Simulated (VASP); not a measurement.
```xyz
2
Lattice="0.0000 3.3000 3.3000 3.3000 0.0000 3.3000 3.3000 3.3000 0.0000" Properties=species:S:1:pos:R:3 pbc="T T T"
K      0.0000     0.0000     0.0000
Br     3.3000     3.3000     3.3000
```

The numbers are results of PBE GGA, VASP's PBE PAW potentials (set 64) (plane waves; VASP), not measurements. Run with 400 eV cut-off, 6×6×6 Γ-centred mesh, Gaussian smearing of 0.050 eV, potentials K_sv Br.

### Question
Estimate the energy per atom (σ→0), band gap (on the k-mesh) with the smallest direct gap where there is one.

### Answer

- band gap (on the k-mesh): 4.43 eV
- smallest direct gap (on the k-mesh): 4.43 eV
- energy per atom (σ→0): -3.107 eV/atom

Only differences to runs with the same potentials and settings are physical.

The compound is KBr in the rock salt structure. The cell was not relaxed at this level.
